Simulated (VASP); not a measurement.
Calculation: PBE GGA, VASP's PBE PAW potentials (set 64) (plane waves; VASP).

A VASP calculation is set up with these files.

File KPOINTS:
```
K-points
0
Monkhorst-Pack
  9 9 9
0 0 0
```

### INCAR
```
SYSTEM = Ni3Fe
PREC = Accurate
ENCUT = 400
EDIFF = 1E-6
NELM = 100
ALGO = Normal
LREAL = .FALSE.
LASPH = .TRUE.
ISMEAR = 1
SIGMA = 0.1
GGA = PE
LMAXMIX = 4
ISPIN = 2
MAGMOM = 3.0 0.7 0.7 0.7
LORBIT = 10
LWAVE = .FALSE.
LCHARG = .FALSE.
ISIF = 2
```

### POSCAR
```
Ni3Fe
1.0
  3.6210000000   0.0000000000   0.0000000000
  0.0000000000   3.6210000000   0.0000000000
  0.0000000000   0.0000000000   3.6210000000
Fe Ni
1 3
direct
  0.0000000000   0.0000000000   0.0000000000
  0.0000000000   0.5000000000   0.5000000000
  0.5000000000   0.0000000000   0.5000000000
  0.5000000000   0.5000000000   0.0000000000
```

POTCAR, in this order: Fe Ni (PBE.64 set). Program: vasp_std.

The run wrote:

### OSZICAR
```
       N       E                     dE             d eps       ncg     rms          rms(c)
DAV:   1     0.214195509141E+03    0.21420E+03   -0.14538E+04  3744   0.166E+03
DAV:   2    -0.176068315334E+02   -0.23180E+03   -0.22299E+03  3648   0.329E+02
DAV:   3    -0.289370915807E+02   -0.11330E+02   -0.10755E+02  3798   0.101E+02
DAV:   4    -0.290857048042E+02   -0.14861E+00   -0.14819E+00  3988   0.121E+01
DAV:   5    -0.290897904625E+02   -0.40857E-02   -0.40853E-02  5024   0.159E+00    0.196E+01
DAV:   6    -0.269118212415E+02    0.21780E+01   -0.41773E+01  3882   0.103E+02    0.258E+01
DAV:   7    -0.300357916524E+02   -0.31240E+01   -0.25485E+01  4330   0.124E+02    0.285E+01
DAV:   8    -0.246851900611E+02    0.53506E+01   -0.17717E+01  4488   0.547E+01    0.658E+00
DAV:   9    -0.249122350739E+02   -0.22705E+00   -0.80470E-01  4222   0.113E+01    0.363E+00
DAV:  10    -0.248918771851E+02    0.20358E-01   -0.16021E-01  4918   0.992E+00    0.166E+00
DAV:  11    -0.248875696293E+02    0.43076E-02   -0.57910E-02  5338   0.329E+00    0.136E+00
DAV:  12    -0.248909489490E+02   -0.33793E-02   -0.96460E-03  4174   0.240E+00    0.425E-01
DAV:  13    -0.248912690575E+02   -0.32011E-03   -0.33312E-03  5386   0.980E-01    0.766E-02
DAV:  14    -0.248913539144E+02   -0.84857E-04   -0.51726E-04  5486   0.321E-01    0.142E-01
DAV:  15    -0.248913088210E+02    0.45093E-04   -0.16467E-04  4438   0.341E-01    0.207E-02
DAV:  16    -0.248913116922E+02   -0.28712E-05   -0.16549E-05  5080   0.699E-02    0.312E-02
DAV:  17    -0.248913113110E+02    0.38121E-06   -0.31859E-06  2848   0.475E-02
   1 F= -.24891311E+02 E0= -.24891263E+02  d E =-.146192E-03  mag=     4.9646
```

**OUTCAR**
```
------------------------ aborting loop because EDIFF is reached ----------------------------------------
  FORCE on cell =-STRESS in cart. coord.  units (eV):
  Direction    XX          YY          ZZ          XY          YZ          ZX
  --------------------------------------------------------------------------------------
  Total       -3.2354254     -3.2354254     -3.2354254      0.0000000     -0.0000000      0.0000000
  in kB     -109.1833470   -109.1833470   -109.1833470      0.0000000     -0.0000000      0.0000000
  external PRESSURE =    -109.1833470 kB  Pullay stress =       0.0000000 kB
  volume of cell :       47.48
      direct lattice vectors                 reciprocal lattice vectors
     3.621000000  0.000000000  0.000000000     0.276166805  0.000000000  0.000000000
     0.000000000  3.621000000  0.000000000     0.000000000  0.276166805  0.000000000
     0.000000000  0.000000000  3.621000000     0.000000000  0.000000000  0.276166805
 POSITION                                       TOTAL-FORCE (eV/Angst)
 -----------------------------------------------------------------------------------
      0.00000      0.00000      0.00000         0.000000      0.000000      0.000000
      0.00000      1.81050      1.81050         0.000000      0.000000      0.000000
      1.81050      0.00000      1.81050         0.000000      0.000000      0.000000
      1.81050      1.81050      0.00000         0.000000      0.000000      0.000000
 -----------------------------------------------------------------------------------
    total drift:                                0.000000     -0.000000     -0.000000
  FREE ENERGIE OF THE ION-ELECTRON SYSTEM (eV)
  ---------------------------------------------------
  free  energy   TOTEN  =       -24.8913113110 eV

  energy  without entropy=      -24.8911651194  energy(sigma->0) =      -24.89126258

 total charge

# of ion       s       p       d       tot
------------------------------------------
    1        0.451   0.452   6.063   6.966
    2        0.479   0.455   8.294   9.228
    3        0.479   0.455   8.294   9.228
    4        0.479   0.455   8.294   9.228
--------------------------------------------------
tot          1.888   1.818  30.944  34.650

 magnetization (x)

# of ion       s       p       d       tot
------------------------------------------
    1        0.014  -0.001   2.978   2.992
    2       -0.015  -0.043   0.735   0.677
    3       -0.015  -0.043   0.735   0.677
    4       -0.015  -0.043   0.735   0.677
--------------------------------------------------
tot         -0.029  -0.129   5.183   5.024
```
(Selected blocks of OUTCAR.)

The compound is Ni3Fe in the L1_2 structure. The cell was not relaxed at this level. The run is one of a series of settings (KPOINTS 9×9×9 Monkhorst-Pack mesh against the base run), some of them coarse on purpose.
